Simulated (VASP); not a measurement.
Data:

```yaml
crystal:
  lattice:
    - [3.42226, -2.50094, 0.00000]
    - [3.42226, 2.50094, 0.00000]
    - [-1.24215, 0.00000, 7.39112]
  atoms:
    - { symbol: Sn, position: [0.00000, 0.50000, 0.00000] }
    - { symbol: Sn, position: [0.50000, 0.00000, 0.50000] }
    - { symbol: S, position: [0.58160, 0.41840, 0.25000] }
    - { symbol: S, position: [0.41840, 0.58160, 0.75000] }
```

Level of theory: PBE GGA, VASP's PBE PAW potentials (set 64) (plane waves; VASP). Settings: 300 eV cut-off, 4×4×3 Γ-centred mesh, Gaussian smearing of 0.050 eV, potentials Sn_d S.

Question: Give the energies of bands 13 to 23 at the high-symmetry points, in eV from the Fermi level.

Answer: 
```tsv
band	Γ	C	Y2	M2	D	A	V2
13	-7.54	-7.05	-7.11	-6.76	-6.71	-6.43	-7.16
14	-5.08	-6.35	-6.28	-6.76	-6.71	-6.43	-6.38
15	-2.53	-4.34	-4.46	-3.31	-3.49	-2.33	-3.59
16	-2.35	-3.50	-3.58	-3.31	-3.49	-2.33	-2.57
17	-2.17	-2.90	-2.89	-3.15	-3.08	-1.68	-2.34
18	-1.52	-1.82	-1.38	-3.15	-3.08	-1.68	-2.28
19	-1.50	-1.50	-1.31	-0.82	-0.54	-1.11	-1.51
20	0.00	-0.51	-0.73	-0.82	-0.54	-1.11	-1.42
21	0.84	0.38	0.01	0.19	0.36	2.07	1.49
22	2.25	1.45	0.71	0.19	0.36	2.07	1.96
23	2.68	1.95	2.03	3.93	4.16	2.63	2.65
```

It has no gap at this level: it comes out as a metal or semimetal.

The structure was generated: SnS was put into an ordered model structure, which need not be its known phase. The cell was not relaxed at this level. The k-mesh is coarse (spacing up to 0.39 per Å, 2π included), so the numbers may not be converged in it.
